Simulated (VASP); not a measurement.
# Y2C in VASP: notebook

Runs on Y2C. Level: PBEsol. Tasks: single point.

Program: VASP 6.6.1. These are calculated values, not measurements. Logs are shortened: lines on timing, memory, paths and dates and some standing lists are left out, and cuts for length are marked.

### 1 The structure

The cell holds a slab with vacuum, 6 atoms: a = 3.625 Å, b = 3.625 Å, c = 20.697 Å, α = 90.00°, β = 90.00°, γ = 120.00°.

### 2 Single point, PBEsol

Contents of INCAR:

```
SYSTEM = Y2C
  PREC = Accurate
  ENCUT = 460
  EDIFF = 1E-7
  ISMEAR = 1
  SIGMA = 0.1
  LREAL = .FALSE.
  LASPH = .TRUE.
  NELM = 120
  ALGO = Normal
  ISIF = 2
  LWAVE = .FALSE.
  LCHARG = .FALSE.
  LDIPOL = .TRUE.
  IDIPOL = 3
  DIPOL = 0.5 0.5 0.500
  GGA = PS
  NBANDS = 40
  LVHAR = .TRUE.
  LVACPOTAV = .TRUE.
```

Contents of KPOINTS:

```
Automatic mesh
0
G
  11 11 1
  0 0 0
```

Contents of POSCAR:

```
Y2C
1.0
    3.6248384738      0.0000000000      0.0000000000
   -1.8124192369      3.1392022029      0.0000000000
    0.0000000000      0.0000000000     20.6970909600
Y C
4 2
Direct
    0.0000000000      0.0000000000      0.2898958125
    0.3333333333      0.6666666667      0.4207881666
    0.6666666667      0.3333333333      0.5792118334
    0.0000000000      0.0000000000      0.7101041875
    0.6666666667      0.3333333333      0.3553419896
    0.3333333333      0.6666666667      0.6446580104
```

Potentials or basis: VASP PAW PBE potentials, release 64 (Y_sv, C).

Command:

```sh
> cat potpaw_PBE.64/Y_sv/POTCAR potpaw_PBE.64/C/POTCAR > POTCAR
> mpirun -np 1 vasp_std > vasp.out
```

OUTCAR:

```text
SYSTEM = Y2C
   PREC = Accurate
   ENCUT = 460
   EDIFF = 1E-7
   ISMEAR = 1
   LREAL = .FALSE.
   LASPH = .TRUE.
   NELM = 120
   ISIF = 2
   GGA = PS

 Found     16 irreducible k-points:

 Following reciprocal coordinates:
            Coordinates               Weight
  0.000000  0.000000  0.000000      1.000000
  0.090909 -0.000000  0.000000      6.000000
  0.181818 -0.000000  0.000000      6.000000
  0.272727 -0.000000  0.000000      6.000000
  0.363636 -0.000000  0.000000      6.000000
  0.454545 -0.000000  0.000000      6.000000
   k-points           NKPTS =     16   k-points in BZ     NKDIM =     16   number of bands    NBANDS=     40
   number of dos      NEDOS =    301   number of ions     NIONS =      6
   total plane-waves  NPLWV = 117600
   dimension x,y,z NGX =    28 NGY =   28 NGZ =  150
   dimension x,y,z NGXF=    56 NGYF=   56 NGZF=  300
   ions per type =               4   2
   NGX,Y,Z   is equivalent  to a cutoff of  12.84, 12.84, 12.05 a.u.
   NGXF,Y,Z  is equivalent  to a cutoff of  25.68, 25.68, 24.10 a.u.
 SYSTEM =  Y2C
   PREC   = accura    normal or accurate (medium, high low for compatibility)
   ISTART =      0    job   : 0-new  1-cont  2-samecut
   ICHARG =      2    charge: 1-file 2-atom 10-const
   ISPIN  =      1    spin polarized calculation?
   LNONCOLLINEAR =      F non collinear calculations
   LSORBIT =      F    spin-orbit coupling
   LASPH  =      T    aspherical Exc in radial PAW
   ENCUT  =  460.0 eV  33.81 Ry    5.81 a.u.   6.34  6.34 36.19*2*pi/ulx,y,z
   NELM   =    120;   NELMIN=  2; NELMDL= -5     # of ELM steps
   EDIFF  = 0.1E-06   stopping-criterion for ELM
   LREAL  =      F    real-space projection
   EDIFFG = 0.1E-05   stopping-criterion for IOM
   NSW    =      0    number of steps for IOM
   IBRION =     -1    ionic relax: 0-MD 1-quasi-New 2-CG
   NFREE  =      0    steps in history (QN), initial steepest desc. (CG)
   ISIF   =      2    stress and relaxation
   ISYM   =      2    0-nonsym 1-usesym 2-fastsym
   POTIM  = 0.5000    time-step for ionic-motion
   TEBEG  =    0.0;   TEEND  =   0.0 temperature during run
   PSTRESS=    0.0 pullay stress
   NELECT =      52.0000    total number of electrons
   NUPDOWN=      -1.0000    fix difference up-down
   EMIN   =  10.00;   EMAX   =-10.00  energy-range for DOS
   EFERMI =   0.00;   METHOD = LEGACY
   ISMEAR =     1;   SIGMA  =   0.10  broadening in eV -4-tet -1-fermi 0-gaus
   EFERMI_NEDOS =   21; number of points for ismear=-14 and -15
   IALGO  =     38    algorithm
   IMIX   =      4    mixing-type and parameters
     AMIX     =   0.40;   BMIX     =  1.00
     AMIX_MAG =   1.60;   BMIX_MAG =  1.00
  volume/ion in A,a.u.               =      39.25       264.89
  Fermi-wavevector in a.u.,A,eV,Ry     =   0.989472  1.869831 13.320851  0.979055
  Thomas-Fermi vector in A             =   2.121073
   LORBIT       =      0    0 simple, 1 ext, 2 COOP (PROOUT), +10 PAW based schemes
   GGA     = PS    functional components
   LHFCALC =     F    Hartree Fock is set to
   AEXX    =    0.0000 exact exchange contribution
   IVDW    =     0    specifies the selected vdW correction
   LEPSILON=     F    determine dielectric tensor
   LRPA    =     F    only Hartree local field effects (RPA)
 non-spin polarized calculation
 Methfessel and Paxton  Order N= 1 SIGMA  =   0.10
  energy-cutoff  :      460.00
  volume of cell :      235.51
 maximum number of plane-waves:      5309
 NGX is ok and might be reduce to    28
   NGX = 13   NGY = 13   NGZ = 73

 dipolmoment           0.000000      0.000000      0.000000 electrons x Angstroem

 number of electron      52.0000000 magnetization

 dipolmoment           0.000000      0.000000     -0.000000 electrons x Angstroem

 Free energy of the ion-electron system (eV)
  ---------------------------------------------------
  ext. energy  EPLUGINS =         0.00000000
  ---------------------------------------------------
  free energy    TOTEN  =       -47.25430618 eV

  energy without entropy =      -47.24771931  energy(sigma->0) =      -47.25211055

 E-fermi :   0.4790     XC(G=0):  -6.6184

 val. band max:        0.4539210737   @ k =   0.2727  -0.0000   0.0000
 cond. band min:       0.4790417679   @ k =   0.1818   0.0909   0.0000
 fundamental gap:      0.0251206942
 Fermi energy:         0.4789821417

 k-point     1 :       0.0000    0.0000    0.0000
  band No.  band energies     occupation
      1     -41.9175      2.00000
      2     -41.9174      2.00000
      3     -41.4256      2.00000
      4     -41.4137      2.00000
      5     -22.1549      2.00000
      6     -22.1381      2.00000
      7     -21.7441      2.00000
      8     -21.7441      2.00000
      9     -21.7440      2.00000
     10     -21.7440      2.00000
     11     -21.5082      2.00000
     12     -21.3809      2.00000
     13     -21.2746      2.00000
     14     -21.2746      2.00000
     15     -21.2605      2.00000
     16     -21.2605      2.00000
     17      -8.8030      2.00000
     18      -8.7357      2.00000
     19      -3.4778      2.00000
     20      -3.2009      2.00000
     21      -1.1060      2.00000
     22      -0.9571      2.00000
     23      -0.9571      2.00000
     24      -0.9258      2.00000
     25      -0.9258      2.00000
     26      -0.2490      2.00000
     27       0.1300      2.00001
     28       1.6656     -0.00000
     29       2.2326     -0.00000
     30       2.4591     -0.00000
     31       2.4591     -0.00000
     32       2.5469      0.00000
     33       2.5469      0.00000
     34       3.7675      0.00000
     35       3.9832      0.00000
     36       3.9832      0.00000
     37       4.0707      0.00000
     38       4.0707      0.00000

 k-point     2 :       0.0909   -0.0000    0.0000
  band No.  band energies     occupation
      1     -41.9141      2.00000
      2     -41.9141      2.00000
      3     -41.4222      2.00000
      4     -41.4107      2.00000
      5     -22.1456      2.00000
      6     -22.1307      2.00000
      7     -21.7848      2.00000
      8     -21.7837      2.00000
      9     -21.7529      2.00000
     10     -21.7528      2.00000
     11     -21.5017      2.00000
     12     -21.3798      2.00000
     13     -21.3080      2.00000
     14     -21.2955      2.00000
     15     -21.2829      2.00000
     16     -21.2675      2.00000
     17      -8.7358      2.00000
     18      -8.6765      2.00000
     19      -3.3125      2.00000
     20      -3.0421      2.00000
     21      -1.5807      2.00000
     22      -1.2292      2.00000
     23      -0.9243      2.00000
     24      -0.8967      2.00000
     25      -0.5476      2.00000
     26      -0.0402      2.00000
     27       0.1598      2.00006
     28       1.7044     -0.00000
     29       2.1274     -0.00000
     30       2.1594     -0.00000
     31       2.2969     -0.00000
     32       2.5759      0.00000
     33       2.6853      0.00000
     34       3.3489      0.00000
     35       3.6260      0.00000
     36       3.7285      0.00000
     37       3.9455      0.00000
     38       4.1021      0.00000

 k-point     3 :       0.1818   -0.0000    0.0000
  band No.  band energies     occupation
      1     -41.9050      2.00000
      2     -41.9050      2.00000
      3     -41.4131      2.00000
      4     -41.4029      2.00000
      5     -22.1223      2.00000
      6     -22.1126      2.00000
      7     -21.8869      2.00000
      8     -21.8852      2.00000
      9     -21.7764      2.00000
     10     -21.7763      2.00000
     11     -21.4920      2.00000
     12     -21.4086      2.00000
     13     -21.3836      2.00000
     14     -21.3664      2.00000
     15     -21.3046      2.00000
     16     -21.2865      2.00000
     17      -8.5672      2.00000
     18      -8.5280      2.00000
     19      -2.8905      2.00000
     20      -2.6324      2.00000
     21      -1.9980      2.00000
     22      -1.6639      2.00000
     23      -0.8553      2.00000
     24      -0.8402      2.00000
     25      -0.3157      2.00000
     26       0.2289      2.00230
     27       0.2979      2.02801
     28       1.3286     -0.00000
     29       1.4483     -0.00000
     30       1.9159     -0.00000
     31       2.4545     -0.00000
     32       2.8139      0.00000
     33       2.8755      0.00000
     34       3.0543      0.00000
     35       3.3293      0.00000
     36       3.7163      0.00000
     37       4.1467      0.00000
     38       4.2389      0.00000

 k-point     4 :       0.2727   -0.0000    0.0000
  band No.  band energies     occupation
      1     -41.8931      2.00000
      2     -41.8931      2.00000
      3     -41.4011      2.00000
      4     -41.3928      2.00000
      5     -22.1049      2.00000
      6     -22.1012      2.00000
      7     -22.0030      2.00000
      8     -22.0019      2.00000
      9     -21.8070      2.00000
     10     -21.8068      2.00000
     11     -21.5303      2.00000
     12     -21.5075      2.00000
     13     -21.4516      2.00000
     14     -21.3731      2.00000
     15     -21.3327      2.00000
     16     -21.3115      2.00000
     17      -8.3752      2.00000
     18      -8.3589      2.00000
     19      -2.6644      2.00000
     20      -2.3529      2.00000
     21      -1.8989      2.00000
     22      -1.7076      2.00000
     23      -0.8147      2.00000
     24      -0.8060      2.00000
     25      -0.2717      2.00000
     26       0.4218      1.81436
     27       0.4539      1.40976
     28       0.7562     -0.00063
     29       0.8983     -0.00000
     30       1.8426     -0.00000
     31       2.6612      0.00000
     32       2.7039      0.00000
     33       3.2694      0.00000
     34       3.3990      0.00000
     35       3.5528      0.00000
     36       4.1865      0.00000
     37       4.2085      0.00000
     38       4.5585      0.00000

 k-point     5 :       0.3636   -0.0000    0.0000
  band No.  band energies     occupation
      1     -41.8821      2.00000
      2     -41.8821      2.00000
      3     -41.3897      2.00000
      4     -41.3837      2.00000
      5     -22.1576      2.00000
      6     -22.1565      2.00000
      7     -22.0452      2.00000
      8     -22.0404      2.00000
      9     -21.8349      2.00000
     10     -21.8346      2.00000
     11     -21.6202      2.00000
     12     -21.5956      2.00000
     13     -21.4480      2.00000
     14     -21.3800      2.00000
     15     -21.3580      2.00000
     16     -21.3344      2.00000
     17      -8.2327      2.00000
     18      -8.2300      2.00000
     19      -2.7442      2.00000
     20      -2.4969      2.00000
     21      -1.3918      2.00000
     22      -1.3246      2.00000
     23      -0.8333      2.00000
     24      -0.8001      2.00000
     25      -0.1763      2.00000
     26       0.2066      2.00080
     27       0.4491      1.48205
     28       0.7659     -0.00038
     29       0.8242     -0.00001
     30       1.7205     -0.00000
     31       2.8686      0.00000
     32       2.9394      0.00000
     33       3.7249      0.00000
     34       3.7678      0.00000
     35       4.0558      0.00000
     36       4.1527      0.00000
     37       4.7741      0.00000
     38       5.0127      0.00000

 k-point     6 :       0.4545   -0.0000    0.0000
  band No.  band energies     occupation
      1     -41.8756      2.00000
      2     -41.8756      2.00000
      3     -41.3827      2.00000
      4     -41.3785      2.00000
      5     -22.2178      2.00000
      6     -22.2158      2.00000
      7     -22.0443      2.00000
      8     -22.0395      2.00000
      9     -21.8514      2.00000
     10     -21.8510      2.00000
     11     -21.6697      2.00000
     12     -21.6437      2.00000
     13     -21.4402      2.00000
     14     -21.3870      2.00000
     15     -21.3730      2.00000
     16     -21.3481      2.00000
     17      -8.1698      2.00000
     18      -8.1611      2.00000
     19      -2.7854      2.00000
     20      -2.6017      2.00000
     21      -1.1923      2.00000
     22      -1.1369      2.00000
     23      -0.8600      2.00000
     24      -0.8114      2.00000
     25      -0.0031      2.00000
     26       0.0554      2.00000
     27       0.3802      2.04772
     28       1.0508     -0.00000
     29       1.0690     -0.00000
     30       1.5898     -0.00000
     31       3.0018      0.00000
     32       3.0757      0.00000
     33       3.9148      0.00000
     34       4.0458      0.00000
     35       4.2008      0.00000
     36       4.7125      0.00000
     37       4.8691      0.00000
     38       5.1143      0.00000

 [... further k-points ...]

 [bands above 38 left out]

------------------------ aborting loop because EDIFF is reached ----------------------------------------

  FORCE on cell =-STRESS in cart. coord.  units (eV):
  Direction    XX          YY          ZZ          XY          YZ          ZX
  --------------------------------------------------------------------------------------
  -------------------------------------------------------------------------------------
  Total       -4.4253661     -4.4253661     -2.6250291     -0.0000000      0.0000000      0.0000000
  in kB      -30.1052704    -30.1052704    -17.8577789     -0.0000000      0.0000000      0.0000000
  external PRESSURE =     -26.0227732 kB  Pullay stress =       0.0000000 kB

 VOLUME and BASIS-vectors are now :
 -----------------------------------------------------------------------------
  energy-cutoff  :      460.00
  volume of cell :      235.51
      direct lattice vectors                 reciprocal lattice vectors
     3.624838474  0.000000000  0.000000000     0.275874362  0.159276137  0.000000000
    -1.812419237  3.139202203  0.000000000     0.000000000  0.318552274  0.000000000
     0.000000000  0.000000000 20.697090960     0.000000000  0.000000000  0.048315969

 POSITION                                       TOTAL-FORCE (eV/Angst)
 -----------------------------------------------------------------------------------
      0.00000      0.00000      6.00000         0.000000      0.000000      0.786044
     -0.00000      2.09280      8.70909         0.000000     -0.000000     -0.318200
      1.81242      1.04640     11.98800        -0.000000      0.000000      0.318200
      0.00000      0.00000     14.69709         0.000000     -0.000000     -0.786044
      1.81242      1.04640      7.35455         0.000000      0.000000     -0.540896
     -0.00000      2.09280     13.34255        -0.000000     -0.000000      0.540896
 -----------------------------------------------------------------------------------
    total drift:                               -0.000000      0.000000     -0.000000

  FREE ENERGIE OF THE ION-ELECTRON SYSTEM (eV)
  ---------------------------------------------------
  free  energy   TOTEN  =       -47.2543061758 eV

  energy  without entropy=      -47.2477193124  energy(sigma->0) =      -47.25211055
```

Wall time 8.8 min (1 thread of Intel Xeon Platinum 8175M at 2.50GHz (Skylake/Cascade Lake), shared host); peak memory 0.38 GiB.

The run converged, but some of its settings lie outside the range that counts as converged, so its numbers aren't taken as properties of the slab.

What came out:

| Property | Result |
| --- | --- |
| Free energy | -47.2543 eV |
| Largest force | 0.786 eV/Å |
| Band gap on the k mesh | none (metal or under the smearing width) |

Caveat: the cutoff is under 1.25 times the usual one of these potentials, so pressure, stress and relaxed cells hold a basis-set (Pulay) error; the PAW data sets were made with another functional, which shifts forces and pressure a little.

### 3 Single point, PBEsol

This run uses another cell than the first one, of 35.46 Å³/atom, 0.903 times its volume.

Changes to INCAR since step 2:

```diff
@@ -13,5 +13,2 @@
   LCHARG = .FALSE.
-  LDIPOL = .TRUE.
-  IDIPOL = 3
-  DIPOL = 0.5 0.5 0.500
   GGA = PS
@@ -20 +17,2 @@
   LVACPOTAV = .TRUE.
+  IDIPOL = 3
```

Contents of KPOINTS:

```
Automatic mesh
0
G
  13 13 1
  0 0 0
```

Contents of POSCAR:

```
Y2C
1.0
    3.6248384738      0.0000000000      0.0000000000
   -1.8124192369      3.1392022029      0.0000000000
    0.0000000000      0.0000000000     18.6970909600
Y C
4 2
Direct
    0.0000000000      0.0000000000      0.2674212802
    0.3333333333      0.6666666667      0.4123149947
    0.6666666667      0.3333333333      0.5876850053
    0.0000000000      0.0000000000      0.7325787198
    0.6666666667      0.3333333333      0.3398681374
    0.3333333333      0.6666666667      0.6601318626
```

Potentials or basis: VASP PAW PBE potentials, release 64 (Y_sv, C).

Command:

```sh
> cat potpaw_PBE.64/Y_sv/POTCAR potpaw_PBE.64/C/POTCAR > POTCAR
> mpirun -np 1 vasp_std > vasp.out
```

Run time: 8.1 min. Hardware: 1 thread of Intel Xeon Platinum 8175M at 2.50GHz (Skylake/Cascade Lake), shared host; peak memory 0.39 GiB.

The run converged, but some of its settings lie outside the range that counts as converged, so its numbers aren't taken as properties of the slab.

What came out:

```
Free energy            : -47.2598 eV
Largest force          : 0.834 eV/Å
Band gap on the k mesh : none (metal or under the smearing width)
```

Caveat: the cutoff is under 1.25 times the usual one of these potentials, so pressure, stress and relaxed cells hold a basis-set (Pulay) error; the PAW data sets were made with another functional, which shifts forces and pressure a little.

### 4 Single point, PBEsol

Changes to INCAR since step 3:

```diff
@@ -5,3 +5,3 @@
   ISMEAR = 1
-  SIGMA = 0.1
+  SIGMA = 0.2
   LREAL = .FALSE.
@@ -13,2 +13,5 @@
   LCHARG = .FALSE.
+  LDIPOL = .TRUE.
+  IDIPOL = 3
+  DIPOL = 0.5 0.5 0.500
   GGA = PS
@@ -17,2 +20 @@
   LVACPOTAV = .TRUE.
-  IDIPOL = 3
```

KPOINTS is that of step 3.

Contents of POSCAR:

```
Y2C
1.0
    3.6248384738      0.0000000000      0.0000000000
   -1.8124192369      3.1392022029      0.0000000000
    0.0000000000      0.0000000000     20.6970909600
Y C
4 2
Direct
    0.0000000000      0.0000000000      0.2898958125
    0.3333333333      0.6666666667      0.4207881666
    0.6666666667      0.3333333333      0.5792118334
    0.0000000000      0.0000000000      0.7101041875
    0.6666666667      0.3333333333      0.3553419896
    0.3333333333      0.6666666667      0.6446580104
```

Command:

```sh
> cat potpaw_PBE.64/Y_sv/POTCAR potpaw_PBE.64/C/POTCAR > POTCAR
> mpirun -np 1 vasp_std > vasp.out
```

Wall time 9.4 min (1 thread of Intel Xeon Platinum 8175M at 2.50GHz (Skylake/Cascade Lake), shared host); peak memory 0.41 GiB.

These settings aren't checked as converged: the numbers below hold their error.

Results:

- Free energy: -47.2644 eV
- Largest force: 0.812 eV/Å
- Band gap on the k mesh: none (metal or under the smearing width)

Caveat: the cutoff is under 1.25 times the usual one of these potentials, so pressure, stress and relaxed cells hold a basis-set (Pulay) error; the PAW data sets were made with another functional, which shifts forces and pressure a little.

### 5 Single point, PBEsol

This run uses another cell than the first one, of 31.67 Å³/atom, 0.807 times its volume.

Changes to INCAR since step 4:

```diff
@@ -5,3 +5,3 @@
   ISMEAR = 1
-  SIGMA = 0.2
+  SIGMA = 0.1
   LREAL = .FALSE.
```

Contents of KPOINTS:

```
Automatic mesh
0
G
  16 16 1
  0 0 0
```

Contents of POSCAR:

```
Y2C
1.0
    3.6248384738      0.0000000000      0.0000000000
   -1.8124192369      3.1392022029      0.0000000000
    0.0000000000      0.0000000000     16.6970909600
Y C
4 2
Direct
    0.0000000000      0.0000000000      0.2395626885
    0.3333333333      0.6666666667      0.4018119669
    0.6666666667      0.3333333333      0.5981880331
    0.0000000000      0.0000000000      0.7604373115
    0.6666666667      0.3333333333      0.3206873277
    0.3333333333      0.6666666667      0.6793126723
```

Command:

```sh
> cat potpaw_PBE.64/Y_sv/POTCAR potpaw_PBE.64/C/POTCAR > POTCAR
> mpirun -np 1 vasp_std > vasp.out
```

Run time: 11 min. Hardware: 1 thread of Intel Xeon Platinum 8175M at 2.50GHz (Skylake/Cascade Lake), shared host; peak memory 0.38 GiB.

The run converged, but some of its settings lie outside the range that counts as converged, so its numbers aren't taken as properties of the slab.

What came out:

```yaml
Free_energy: -47.2708 eV
Largest_force: 0.791 eV/Å
Band_gap_on_the_k_mesh: none (metal or under the smearing width)
```

Caveat: the cutoff is under 1.25 times the usual one of these potentials, so pressure, stress and relaxed cells hold a basis-set (Pulay) error; the PAW data sets were made with another functional, which shifts forces and pressure a little.
